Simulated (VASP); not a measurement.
Consider the following.

```
LaP
1.0
    3.57666     0.00000     0.00000
    0.00000     3.57666     0.00000
    0.00000     0.00000     3.57666
La P
1 1
Cartesian
  0.00000   0.00000   0.00000
  1.78833   1.78833   1.78833
```

The numbers are results of r2SCAN meta-GGA, VASP's PBE PAW potentials (set 64) (plane waves; VASP), not measurements. Settings: 480 eV cut-off, 10×10×10 Γ-centred mesh, first-order Methfessel-Paxton smearing of 0.10 eV, potentials La P.

Predict the energy per atom (σ→0), pressure, band gap (on the k-mesh) with the smallest direct gap where there is one.

```yaml
band gap (on the k-mesh): none (metal, semimetal or under 0.01 eV)
energy per atom (σ→0): -20.746 eV/atom
pressure: 5.06 GPa
```

Total energies compare only between runs with the same potentials, cut-off and functional.

The structure was generated: LaP was put into the CsCl type (Pm-3m), which need not be its known phase. It was relaxed first under an external pressure of 5 GPa.
